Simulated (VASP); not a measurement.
# Ta3Si3N (P4/mmm) in VASP: single point with r2SCAN

Aim: the single point of Ta3Si3N with r2SCAN.

Program: VASP 6.6.1. These are calculated values, not measurements. Logs are shortened: lines on timing, memory, paths and dates and some standing lists are left out, and cuts for length are marked.

### Step 1. The structure

It takes space group P4/mmm (No. 123, tetragonal). The conventional cell has a = 3.222 Å, b = 3.222 Å, c = 9.482 Å, α = 90.00°, β = 90.00°, γ = 90.00°. Around Ta (site symmetry 4mm) lie 1 N at 2.14 Å. Ta (site symmetry 4/mmm) has 4 N at 2.28 Å as nearest neighbours. Si (site symmetry 4mm) has 5 Si at 2.59 to 2.62 Å and 4 Ta at 2.63 Å as nearest neighbours. Si (site symmetry 4/mmm) is surrounded by 2 Ta at 2.60 Å and 8 Si at 2.62 Å. N (site symmetry 4/mmm) is surrounded by 6 Ta at 2.14 to 2.28 Å.

The cell was built by a generator and needn't be a form met in nature.

### Step 2. Single point, r2SCAN

Input file INCAR:

```
ALGO = Normal ; EDIFF = 1E-6
ENCUT = 520 ; ISIF = 2
ISMEAR = 0 ; KPAR = 4
LASPH = True ; LCHARG = False
LMIXTAU = True ; LREAL = False
LWAVE = False ; METAGGA = R2SCAN
NBANDS = 34 ; NELM = 150
PREC = Accurate ; SIGMA = 0.1
```

Input file KPOINTS:

```
k-points
0
Gamma
  10 10 4
```

Input file POSCAR:

```
Ta3Si3N
1.0
    3.2220200000      0.0000000000      0.0000000000
    0.0000000000      3.2220200000      0.0000000000
    0.0000000000      0.0000000000      9.4824000000
Ta Si N
3 3 1
Direct
    0.0000000000      0.0000000000      0.7745660000
    0.0000000000      0.0000000000      0.2254340000
    0.5000000000      0.5000000000      0.0000000000
    0.5000000000      0.5000000000      0.3633380000
    0.5000000000      0.5000000000      0.6366620000
    0.0000000000      0.0000000000      0.5000000000
    0.0000000000      0.0000000000      0.0000000000
```

Potentials or basis: VASP PAW PBE potentials, release 64 (Ta_pv, Si, N).

The run is started by

```
> cat potpaw_PBE.64/Ta_pv/POTCAR potpaw_PBE.64/Si/POTCAR potpaw_PBE.64/N/POTCAR > POTCAR
> mpirun -np 4 vasp_std > vasp.out
```

OUTCAR:

```text
EDIFF = 1E-6
   ENCUT = 520
   ISIF = 2
   ISMEAR = 0
   LASPH = True
   LREAL = False
   METAGGA = R2SCAN
   NELM = 150
   PREC = Accurate

 ion  position               nearest neighbor table
   1  0.000  0.000  0.775-   7 2.14   6 2.60   5 2.63   5 2.63   5 2.63   5 2.63   3 3.12   3 3.12
                             3 3.12   3 3.12
   2  0.000  0.000  0.225-   7 2.14   6 2.60   4 2.63   4 2.63   4 2.63   4 2.63   3 3.12   3 3.12
                             3 3.12   3 3.12
   3  0.500  0.500  0.000-   7 2.28   7 2.28   7 2.28   7 2.28   2 3.12   2 3.12   1 3.12   2 3.12
                             1 3.12   1 3.12   2 3.12   1 3.12
   4  0.500  0.500  0.363-   5 2.59   6 2.62   6 2.62   6 2.62   6 2.62   2 2.63   2 2.63   2 2.63
                             2 2.63
   5  0.500  0.500  0.637-   4 2.59   6 2.62   6 2.62   6 2.62   6 2.62   1 2.63   1 2.63   1 2.63
                             1 2.63
   6  0.000  0.000  0.500-   1 2.60   2 2.60   4 2.62   5 2.62   4 2.62   5 2.62   4 2.62   5 2.62
                             4 2.62   5 2.62
   7  0.000  0.000  0.000-   1 2.14   2 2.14   3 2.28   3 2.28   3 2.28   3 2.28

  LATTYP: Found a simple tetragonal cell.
 ALAT       =     3.2220200000
 C/A-ratio  =     2.9429984916

  Lattice vectors:

 A1 = (   3.2220200000,   0.0000000000,   0.0000000000)
 A2 = (   0.0000000000,   3.2220200000,   0.0000000000)
 A3 = (   0.0000000000,   0.0000000000,   9.4824000000)

Analysis of symmetry for initial positions (statically):
=====================================================================
 Subroutine PRICEL returns:
 Original cell was already a primitive cell.

 Routine SETGRP: Setting up the symmetry group for a
 simple tetragonal supercell.

 Subroutine GETGRP returns: Found 16 space group operations
 (whereof 16 operations were pure point group operations)
 out of a pool of 16 trial point group operations.

The static configuration has the point symmetry D_4h.

Analysis of symmetry for dynamics (positions and initial velocities):
=====================================================================
 Subroutine PRICEL returns:
 Original cell was already a primitive cell.

 Routine SETGRP: Setting up the symmetry group for a
 simple tetragonal supercell.

 Subroutine GETGRP returns: Found 16 space group operations
 (whereof 16 operations were pure point group operations)
 out of a pool of 16 trial point group operations.

The dynamic configuration has the point symmetry D_4h.

 Subroutine INISYM returns: Found 16 space group operations
 (whereof 16 operations are pure point group operations),
 and found     1 'primitive' translations

----------------------------------------------------------------------------------------

                                     Primitive cell

  volume of cell :      98.4407

  direct lattice vectors                    reciprocal lattice vectors
     3.222020000  0.000000000  0.000000000     0.310364306  0.000000000  0.000000000
     0.000000000  3.222020000  0.000000000     0.000000000  0.310364306  0.000000000
     0.000000000  0.000000000  9.482400000     0.000000000  0.000000000  0.105458534

  length of vectors
     3.222020000  3.222020000  9.482400000     0.310364306  0.310364306  0.105458534

  position of ions in fractional coordinates (direct lattice)
     0.000000000  0.000000000  0.774566000
     0.000000000  0.000000000  0.225434000
     0.500000000  0.500000000  0.000000000
     0.500000000  0.500000000  0.363338000
     0.500000000  0.500000000  0.636662000
     0.000000000  0.000000000  0.500000000
     0.000000000  0.000000000  0.000000000

  ion indices of the primitive-cell ions
   primitive index   ion index
                 1           1
                 2           2
                 3           3
                 4           4
                 5           5
                 6           6
                 7           7

----------------------------------------------------------------------------------------

 KPOINTS: k-points

Automatic generation of k-mesh.
 Grid dimensions read from file:
 generate k-points for:   10   10    4

 Generating k-lattice:

  Cartesian coordinates                     Fractional coordinates (reciprocal lattice)
     0.031036431  0.000000000  0.000000000     0.100000000  0.000000000  0.000000000
     0.000000000  0.031036431  0.000000000     0.000000000  0.100000000  0.000000000
     0.000000000  0.000000000  0.026364633     0.000000000  0.000000000  0.250000000

  Length of vectors
     0.031036431  0.031036431  0.026364633

  Shift w.r.t. Gamma in fractional coordinates (k-lattice)
     0.000000000  0.000000000  0.000000000

 Subroutine IBZKPT returns following result:
 ===========================================

 Found     63 irreducible k-points:

 Following reciprocal coordinates:
            Coordinates               Weight
  0.000000  0.000000  0.000000      1.000000
  0.100000  0.000000  0.000000      4.000000
  0.200000  0.000000  0.000000      4.000000
  0.300000  0.000000  0.000000      4.000000
  0.400000  0.000000  0.000000      4.000000
  0.500000  0.000000  0.000000      2.000000
[... 16 lines left out ...]
  0.100000  0.000000  0.250000      8.000000
  0.200000  0.000000  0.250000      8.000000
 [... further k-points ...]
   k-points           NKPTS =     63   k-points in BZ     NKDIM =     63   number of bands    NBANDS=     34
   number of dos      NEDOS =    301   number of ions     NIONS =      7
   total plane-waves  NPLWV =  41472
   dimension x,y,z NGX =    24 NGY =   24 NGZ =   72
   dimension x,y,z NGXF=    48 NGYF=   48 NGZF=  144
   ions per type =               3   3   1
   NGX,Y,Z   is equivalent  to a cutoff of  12.38, 12.38, 12.62 a.u.
   NGXF,Y,Z  is equivalent  to a cutoff of  24.77, 24.77, 25.25 a.u.
 SYSTEM =  unknown system
   PREC   = accura    normal or accurate (medium, high low for compatibility)
   ISTART =      0    job   : 0-new  1-cont  2-samecut
   ICHARG =      2    charge: 1-file 2-atom 10-const
   ISPIN  =      1    spin polarized calculation?
   LNONCOLLINEAR =      F non collinear calculations
   LSORBIT =      F    spin-orbit coupling
   LASPH  =      T    aspherical Exc in radial PAW
   ENCUT  =  520.0 eV  38.22 Ry    6.18 a.u.   5.99  5.99 17.63*2*pi/ulx,y,z
   NELM   =    150;   NELMIN=  2; NELMDL= -5     # of ELM steps
   EDIFF  = 0.1E-05   stopping-criterion for ELM
   LREAL  =      F    real-space projection
   EDIFFG = 0.1E-04   stopping-criterion for IOM
   NSW    =      0    number of steps for IOM
   IBRION =     -1    ionic relax: 0-MD 1-quasi-New 2-CG
   NFREE  =      0    steps in history (QN), initial steepest desc. (CG)
   ISIF   =      2    stress and relaxation
   ISYM   =      2    0-nonsym 1-usesym 2-fastsym
   POTIM  = 0.5000    time-step for ionic-motion
   TEBEG  =    0.0;   TEEND  =   0.0 temperature during run
   PSTRESS=    0.0 pullay stress
   NELECT =      50.0000    total number of electrons
   NUPDOWN=      -1.0000    fix difference up-down
   EMIN   =  10.00;   EMAX   =-10.00  energy-range for DOS
   EFERMI =   0.00;   METHOD = LEGACY
   ISMEAR =     0;   SIGMA  =   0.10  broadening in eV -4-tet -1-fermi 0-gaus
   EFERMI_NEDOS =   21; number of points for ismear=-14 and -15
   IALGO  =     38    algorithm
   IMIX   =      4    mixing-type and parameters
     AMIX     =   0.40;   BMIX     =  1.00
     AMIX_MAG =   1.60;   BMIX_MAG =  1.00
  volume/ion in A,a.u.               =      14.06        94.90
  Fermi-wavevector in a.u.,A,eV,Ry     =   1.306191  2.468343 23.213364  1.706134
  Thomas-Fermi vector in A             =   2.437009
   LORBIT       =      0    0 simple, 1 ext, 2 COOP (PROOUT), +10 PAW based schemes
   METAGGA = R2SCAN    functional components
   LHFCALC =     F    Hartree Fock is set to
   AEXX    =    0.0000 exact exchange contribution
   IVDW    =     0    specifies the selected vdW correction
   LEPSILON=     F    determine dielectric tensor
   LRPA    =     F    only Hartree local field effects (RPA)
 non-spin polarized calculation
 Gauss-broadening in eV      SIGMA  =   0.10
  energy-cutoff  :      520.00
  volume of cell :       98.44
 maximum number of plane-waves:      2688
 NGX is ok and might be reduce to    24
   NGX = 11   NGY = 11   NGZ = 35

 number of electron      49.9999999 magnetization

 Free energy of the ion-electron system (eV)
  ---------------------------------------------------
  ext. energy  EPLUGINS =         0.00000000
  ---------------------------------------------------
  free energy    TOTEN  =      -183.46351390 eV

  energy without entropy =     -183.44711702  energy(sigma->0) =     -183.45531546

 E-fermi :   8.4851     XC(G=0): -13.2279

 val. band max:        8.4747475752   @ k =   0.3000   0.1000   0.0000
 cond. band min:       8.4880102155   @ k =   0.4000   0.3000   0.2500
 fundamental gap:      0.0132626403
 Fermi energy:         8.4850664467

 k-point     1 :       0.0000    0.0000    0.0000
  band No.  band energies     occupation
      1     -28.1064      2.00000
      2     -28.1064      2.00000
      3     -27.8525      2.00000
      4     -27.1869      2.00000
      5     -27.0889      2.00000
      6     -26.8484      2.00000
[... 26 lines left out ...]
     33      12.0426      0.00000
     34      12.0428      0.00000

 k-point     2 :       0.1000    0.0000    0.0000
  band No.  band energies     occupation
      1     -28.1428      2.00000
      2     -28.1019      2.00000
      3     -27.8472      2.00000
      4     -27.1762      2.00000
      5     -27.0941      2.00000
      6     -26.8716      2.00000
[... 26 lines left out ...]
     33      11.8262      0.00000
     34      12.1219      0.00000
[... 775 lines left out ...]
     33      11.6948      0.00000
     34      12.1098      0.00000

 k-point    24 :       0.2000    0.0000    0.2500
  band No.  band energies     occupation
      1     -28.2349      2.00000
      2     -28.0900      2.00000
      3     -27.8345      2.00000
      4     -27.1499      2.00000
      5     -27.1088      2.00000
      6     -26.9489      2.00000
[... 26 lines left out ...]
     33      12.3196      0.00000
     34      12.5707      0.00000

 [... further k-points ...]

------------------------ aborting loop because EDIFF is reached ----------------------------------------

  FORCE on cell =-STRESS in cart. coord.  units (eV):
  Direction    XX          YY          ZZ          XY          YZ          ZX
  --------------------------------------------------------------------------------------
  -------------------------------------------------------------------------------------
  Total       -1.6363091     -1.6363091     -2.7485401      0.0000000     -0.0000000      0.0000000
  in kB      -26.6318406    -26.6318406    -44.7340202      0.0000000     -0.0000000      0.0000000
  external PRESSURE =     -32.6659005 kB  Pullay stress =       0.0000000 kB

 VOLUME and BASIS-vectors are now :
 -----------------------------------------------------------------------------
  energy-cutoff  :      520.00
  volume of cell :       98.44
      direct lattice vectors                 reciprocal lattice vectors
     3.222020000  0.000000000  0.000000000     0.310364306  0.000000000  0.000000000
     0.000000000  3.222020000  0.000000000     0.000000000  0.310364306  0.000000000
     0.000000000  0.000000000  9.482400000     0.000000000  0.000000000  0.105458534

 POSITION                                       TOTAL-FORCE (eV/Angst)
 -----------------------------------------------------------------------------------
      0.00000      0.00000      7.34474         0.000000     -0.000000     -0.108682
      0.00000      0.00000      2.13766         0.000000      0.000000      0.108682
      1.61101      1.61101      0.00000         0.000000     -0.000000     -0.000000
      1.61101      1.61101      3.44532         0.000000      0.000000      0.010956
      1.61101      1.61101      6.03708        -0.000000      0.000000     -0.010956
      0.00000      0.00000      4.74120         0.000000     -0.000000     -0.000000
      0.00000      0.00000      0.00000         0.000000     -0.000000     -0.000000
 -----------------------------------------------------------------------------------
    total drift:                                0.000000     -0.000000     -0.000000

  FREE ENERGIE OF THE ION-ELECTRON SYSTEM (eV)
  ---------------------------------------------------
  free  energy   TOTEN  =      -183.4635139033 eV

  energy  without entropy=     -183.4471170237  energy(sigma->0) =     -183.45531546
```

Run time: 3.4 min. Hardware: 4 MPI ranks of AMD EPYC 7R13 (Zen 3), shared host; peak memory 0.31 GiB.

What came out:

```yaml
Free_energy: -183.4635 eV
Pressure: -3.3 GPa
Largest_force: 0.109 eV/Å
Band_gap_on_the_k_mesh: none (metal or under the smearing width)
```

Forces on the atoms (eV/Å):
```
Ta   0.000  0.000 -0.109
Ta   0.000  0.000  0.109
Ta   0.000  0.000  0.000
Si   0.000  0.000  0.011
Si   0.000  0.000 -0.011
Si   0.000  0.000  0.000
N    0.000  0.000  0.000
```

Caveat: the PAW data sets were made with another functional, which shifts forces and pressure a little. Spin-orbit coupling is left out, which matters for the levels of Ta.
